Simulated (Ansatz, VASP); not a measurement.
# Cross-check of Al5W between VASP and Ansatz, part 2 of 2

Wanted: the spread between two codes on one cell, functional and k mesh. The cell is taken from a series of runs on this material, whose earlier steps may have relaxed, scaled, displaced or heated it; both programs get it as it stands.

VASP 6.6.1 and Ansatz 0.2.0.

So far. Step 2 (VASP: single point, LDA): The run ends at a pressure of -2.62 GPa, with forces up to 0.058 eV/Å.

## Step 3: Ansatz: single point, LDA

Level of this step: Ansatz beside VASP: Kohn-Sham DFT, plane waves, LDA (Ansatz).

Ansatz runs on its default PAW (the set named soft_2) files.

The same cell, functional (in two slightly different forms), mesh and smearing now go to Ansatz, which takes its cutoff from its data sets.

The input, input.yaml:

```yaml
crystal:
  lattice:
    - [4.8637097336, 0.0, 0.0]
    - [-2.4318548668, 4.212096186, 0.0]
    - [0.0, 0.0, 8.83217312]
  atoms:
    - { symbol: W, position: [0.6666666667, 0.3333333333, 0.75] }
    - { symbol: W, position: [0.3333333333, 0.6666666667, 0.25] }
    - { symbol: Al, position: [0.66251257, 0.66251257, 0.5] }
    - { symbol: Al, position: [0.0, 0.66251257, 0.0] }
    - { symbol: Al, position: [0.66251257, 0.0, 0.0] }
    - { symbol: Al, position: [0.33748743, 0.0, 0.5] }
    - { symbol: Al, position: [0.0, 0.33748743, 0.5] }
    - { symbol: Al, position: [0.33748743, 0.33748743, 0.0] }
    - { symbol: Al, position: [0.6666666667, 0.3333333333, 0.25] }
    - { symbol: Al, position: [0.3333333333, 0.6666666667, 0.75] }
    - { symbol: Al, position: [0.0, 0.0, 0.25] }
    - { symbol: Al, position: [0.0, 0.0, 0.75] }
kpoints:
  mp_grid: { grid: [12, 12, 4] }
  band_path:
    path:
      - [[0.0, 0.0, 0.0], [0.5, 0.0, 0.0], [0.333333, 0.333333, 0.0], [0.0, 0.0, 0.0], [0.0, 0.0, 0.5], [0.5, 0.0, 0.5], [0.333333, 0.333333, 0.5], [0.0, 0.0, 0.5]]
      - [[0.5, 0.0, 0.5], [0.5, 0.0, 0.0]]
      - [[0.333333, 0.333333, 0.5], [0.333333, 0.333333, 0.0]]
    npoints: 5
scf:
  occupations: { method: fermi_dirac, width: 0.05 }
  n_extra_bands: 14
hamiltonian:
  xc: lda
  pseudopotentials: { kind: paw }
output:
  forces: true
  stress: true
  dos:
    projected: true
    de: 0.05
    e_range: [-30, 12]
    nscf_kmesh: { grid: [12, 12, 6] }
  fatbands: true
  eigenstates:
    kpoints:
      - [0.0, 0.0, 0.0]
      - [0.04166667, 0.04166667, 0.0]
      - [0.08333333, 0.08333333, 0.0]
      - [0.125, 0.125, 0.0]
      - [0.16666667, 0.16666667, 0.0]
      - [0.20833333, 0.20833333, 0.0]
      - [0.25, 0.25, 0.0]
      - [0.29166667, 0.29166667, 0.0]
      - [0.33333333, 0.33333333, 0.0]
      - [0.375, 0.375, 0.0]
      - [0.41666667, 0.41666667, 0.0]
      - [0.45833333, 0.45833333, 0.0]
      - [0.5, 0.5, 0.0]
      - [0.4375, -0.43750012, 0.0]
      - [0.375, -0.37500025, 0.0]
      - [0.3125, -0.31250038, 0.0]
      - [0.25, -0.2500005, 0.0]
      - [0.1875, -0.18750062, 0.0]
      - [0.125, -0.12500075, 0.0]
      - [0.0625, -0.06250088, 0.0]
      - [0.0, -1.0e-06, 0.0]
      - [0.0, -0.0714295, 0.0]
      - [0.0, -0.142858, 0.0]
      - [0.0, -0.2142865, 0.0]
      - [0.0, -0.285715, 0.0]
      - [0.0, -0.3571435, 0.0]
      - [0.0, -0.428572, 0.0]
      - [0.0, 0.4999995, 0.0]
      - [0.0, 0.428571, 0.0]
      - [0.0, 0.3571425, 0.0]
      - [0.0, 0.285714, 0.0]
      - [0.0, 0.2142855, 0.0]
      - [0.0, 0.142857, 0.0]
      - [0.0, 0.0714285, 0.0]
      - [0.0, 0.0, 0.125]
      - [0.0, 0.0, 0.25]
      - [0.0, 0.0, 0.375]
      - [0.0, 0.0, 0.5]
      - [0.04166667, 0.04166667, 0.5]
      - [0.08333333, 0.08333333, 0.5]
      - [0.125, 0.125, 0.5]
      - [0.16666667, 0.16666667, 0.5]
      - [0.20833333, 0.20833333, 0.5]
      - [0.25, 0.25, 0.5]
      - [0.29166667, 0.29166667, 0.5]
      - [0.33333333, 0.33333333, 0.5]
      - [0.375, 0.375, 0.5]
      - [0.41666667, 0.41666667, 0.5]
      - [0.45833333, 0.45833333, 0.5]
      - [0.5, 0.5, 0.5]
      - [0.4375, -0.43750012, 0.5]
      - [0.375, -0.37500025, 0.5]
      - [0.3125, -0.31250038, 0.5]
      - [0.25, -0.2500005, 0.5]
      - [0.1875, -0.18750062, 0.5]
      - [0.125, -0.12500075, 0.5]
      - [0.0625, -0.06250088, 0.5]
      - [0.0, -1.0e-06, 0.5]
    e_range: [-9.0, 4.0]
    unfold: { supercell_matrix: [[1, -1, 0], [1, 2, 0], [0, 0, 1]] }
```

Launch:

```sh
> ansatz run input.yaml --threads 4 --pin off --max-ram 10240MiB --backend cpu --events-out ev --progress --plain --runs-dir out
```

Numbers of over 12 decimals in the logs are rounded to 6 here.

The program printed:

```text
scf.n_extra_bands = 14 over 29 filled bands (N_el = 58.0): the run solves 43 bands
Engine: ansatz 0.2.0, aarch64-unknown-linux-gnu
Pseudopotentials: kind: paw
Pseudopotential: W, paw, valence charge 14, recommended cutoff 420 eV (normal), W.paw.azcp
Pseudopotential: Al, paw, valence charge 3, recommended cutoff 420 eV (normal), Al.paw.azcp
Functional definition: SPW92
  exchange = slater_x
  correlation = pw_c
Crystal: 12 atoms, lattice volume = 180.940 Å³
Basis set: ecut = 420 eV, 3527 PW (Γ)
Bands: 43, of which v1, the nominal top of the filled ones, is band 29 counted from 1 (28 counted from 0)
Symmetry: 12 space group operations
Space group: P6322 (ITA 182), of the structure as read, at distance tolerance 5.7e-5 Å
k-points: 57 of 576 (time reversal used)
Non-local potential: W, projectors of the file, l = 0: 3, l = 1: 2, l = 2: 2, l = 3: 1
Non-local potential: Al, projectors of the file, l = 0: 2, l = 1: 2, l = 2: 1
PAW form: soft (Blöchl's): semilocal exchange-correlation on the pseudo side does not see the compensation charge
PAW frozen core: W, regenerated for the run's functional, and the local potential with it (the file was generated under x = pbe(κ = 0.804, μ = 0.219515), c = pbe(β = 0.066725))
PAW frozen core: Al, regenerated for the run's functional, and the local potential with it (the file was generated under x = pbe(κ = 0.804, μ = 0.219515), c = pbe(β = 0.066725))
PAW one-centre angular grid: W, 590 points (default); XC on 64 Gauss nodes
PAW one-centre angular grid: Al, 110 points (default); XC on 64 Gauss nodes
Initial density: superposition of atomic densities (neutral atoms: chi_scale 0, normalization atom), corrected by the library's trained network
Initial wavefunctions: pseudopotential atomic-orbital guess
Functional: x = slater, c = lda
SCF iter   1: F=—  HF=-25390.484587 eV  |F-HF|=—  |Δ(HF+E_count)|=         —  Δρ=7.28e-3  dr2=2.06e-1  ethr=1.77e-3  ⟨swp⟩=6.4  Hψ=11205  notcnv=0  defer=41
preconditioner: auto → Kerker (q_TF=auto, 2.257 Å⁻¹)  [metal: Δε(μ)=0.031 eV  Ē_g=6.770 eV  σ=0.050 eV  W_gap=0.15  n_scr=36 (ndim 8)  ℏωp=17.9 eV  f_vac=0.000  D(μ)=1.30/eV (n_scr^D=2)]
SCF iter   2: F=—  HF=-25390.459984 eV  |F-HF|=—  |Δ(HF+E_count)|=   2.46e-2  Δρ=3.75e-3  dr2=4.70e-2  ethr=3.56e-4  ⟨swp⟩=1.2  Hψ=2950  notcnv=0  defer=125
SCF iter   3: F=—  HF=-25390.451909 eV  |F-HF|=—  |Δ(HF+E_count)|=   8.08e-3  Δρ=5.87e-4  dr2=7.38e-4  ethr=8.11e-5  ⟨swp⟩=2.0  Hψ=2995  notcnv=0  defer=151
SCF iter   4: F=—  HF=-25390.451732 eV  |F-HF|=—  |Δ(HF+E_count)|=   1.77e-4  Δρ=8.64e-5  dr2=2.22e-5  ethr=1.27e-6  ⟨swp⟩=2.3  Hψ=3248  notcnv=0  defer=151
SCF iter   5: F=—  HF=-25390.451671 eV  |F-HF|=—  |Δ(HF+E_count)|=   6.13e-5  Δρ=1.17e-5  dr2=2.54e-7  ethr=3.83e-8  ⟨swp⟩=2.0  Hψ=2961  notcnv=0  defer=155
SCF iter   6: F=-25390.451671 eV  HF=-25390.451671 eV  |F-HF|=2.12e-9  |Δ(HF+E_count)|=   1.21e-7  Δρ=1.91e-6  dr2=5.37e-9  ethr=1.72e-10  ⟨swp⟩=10.5  Hψ=11086  notcnv=0
SCF 1 converged in 6 iterations: F = -25390.451671 eV  dr2 = 5.37e-9
  greatest PAW one-centre occupation: 1.000 electrons in one spin orbital (limit 2), on the W atom at site 0 (counted from 0), in its partial waves of l = 0
NSCF: frozen V_eff on 48 k-points
NSCF: frozen V_eff on 76 k-points
[...]
SCF converged after 6 iterations
Free energy (F): -25390.451671 eV
Harris-Foulkes:  -25390.451671 eV  (|F-HF|=2.12e-9)
Internal energy: -25390.439686 eV  (E = F + TS)
E sigma→0 (E₀):  -25390.445679 eV
Entropy (-TS):   -0.011984 eV (-0.999 meV/atom)
Fermi energy:    10.952440 eV
--- Per-component energies (eV) ---
  E_band       = -283.694578
  E_kinetic    = 1144.711753
  E_local      = -2608.961365  (includes V_loc(G=0)·N_el)
  E_nonlocal   = 124.679727
  E_hartree    = 1068.780260
  E_xc         = -929.604709
  E_vxc        = -778.723587  (∫ρ·V_xc dr)
  E_paw        = -21054.384947  (= ΣΔE_a)
  E_vpaw       = -302.961365  (= ΣTr[D̂ρ^β])
  E_aug_tail   = -0.000167  (compensation charges beyond the density's cutoff)
  E_ewald      = -3136.783708
  E_core_change = 1.123471  (= ΣΔE_core)
  E_smearing   = -0.011984  (= −TS)
  E_closure    = 0.000000  (closes the sum)
  Σ components = -25390.451671   (vs F -25390.451671, Δ=0.00e0)
--- Forces (eV/Å), atoms counted from 1 ---
  atom   1  W     -0.00000000    -0.00000000    -0.00000000
  atom   2  W     -0.00000000     0.00000000     0.00000000
  atom   3  Al    -0.02876961    -0.04983042    -0.00000000
  atom   4  Al     0.02876961    -0.04983042     0.00000000
  atom   5  Al    -0.05753921     0.00000000     0.00000000
  atom   6  Al     0.05753921     0.00000000     0.00000000
  atom   7  Al    -0.02876961     0.04983042     0.00000000
  atom   8  Al     0.02876961     0.04983042     0.00000000
  atom   9  Al    -0.00000000     0.00000000     0.00000000
  atom  10  Al     0.00000000    -0.00000000    -0.00000000
  atom  11  Al     0.00000000    -0.00000000    -0.00000000
  atom  12  Al     0.00000000     0.00000000     0.00000000
  max |Σ_I F_I| component: 4.16e-17 eV/Å
--- Stress (GPa, compression-positive) ---
       -2.229744       0.000000      -0.000000
       -0.000000      -2.229744      -0.000000
       -0.000000      -0.000000      -3.248133
  P = ⅓ Tr σ = -2.5692 GPa (-25.692 kbar)
--- Band table (eV; the first three rows and the last of 57) ---
  k-point 0: bands = [... 25 lower, 9.3436, 9.3436, 9.8683, 10.3274, 10.3274, 10.9135, 10.9135, 11.4829, ... 10 higher]
  k-point 1: bands = [... 25 lower, 9.1085, 9.1900, 9.9655, 10.1205, 10.3812, 11.0693, 11.4820, 11.8404, ... 10 higher]
  k-point 2: bands = [... 25 lower, 9.4295, 9.5002, 9.5002, 9.8719, 9.8719, 11.5479, 11.5479, 12.0092, ... 10 higher]
  k-point 56: bands = [... 25 lower, 9.6196, 10.4131, 10.4131, 11.3897, 11.3897, 12.0840, 12.0840, 12.8081, ... 10 higher]
```

## Step 4: Side by side

Known differences besides the potentials themselves: the data sets hold 58 valence electrons in Ansatz (on its default PAW (the set named soft_2) files) and 42 in VASP; the cutoff is 420 eV in Ansatz and 600 eV in VASP; VASP's log shows a relativistic correction to its local exchange, Ansatz's none. Total energies have different zeros and are not compared.

Compared:

```
      quantity  Ansatz   VASP  difference
pressure (GPa)   -2.57  -2.62       +0.05
```

Forces on 7 of the 12 atoms, those with the largest forces and the largest differences (eV/Å; atoms numbered as in POSCAR):

```
atom         Ansatz x, y, z           VASP x, y, z
 Al3  -0.029, -0.050, 0.000  -0.029, -0.050, 0.000
 Al4   0.029, -0.050, 0.000   0.029, -0.050, 0.000
 Al5   -0.058, 0.000, 0.000   -0.058, 0.000, 0.000
 Al6    0.058, 0.000, 0.000    0.058, 0.000, 0.000
 Al7   -0.029, 0.050, 0.000   -0.029, 0.050, 0.000
 Al8    0.029, 0.050, 0.000    0.029, 0.050, 0.000
 Al9    0.000, 0.000, 0.000    0.000, 0.000, 0.000
```

The forces differ by 0.3 meV/Å r.m.s., which is 1.2 % of the r.m.s. force of 0.024 eV/Å (both taken over all components).

## Step 5: Results

```yaml
difference_in_pressure_single_point_lda: 0.054 GPa
```

The difference in pressure is 0.054 GPa (single point, LDA), within the 1 GPa picked in this series as the mark of a large difference. The data sets hold unlike numbers of valence electrons (58 in Ansatz and 42 in VASP), so part of the differences comes from the potentials. Such differences can come from data sets, numerical settings and the points named under the comparisons, not from the functional's error against experiment.

[Lines on the potential files, build, host, timing and source positions are cut from VASP's logs without a mark.]

[Logs are printed without paths, hosts, clocks, repeated set-up lines and the standing remarks that a program may print on its own settings, such as how far it seeks lower states.]

[Hosts, paths, dates, database ids (printed as entryN), source tags and the programs' standing remarks are cut or masked in the printed files.]
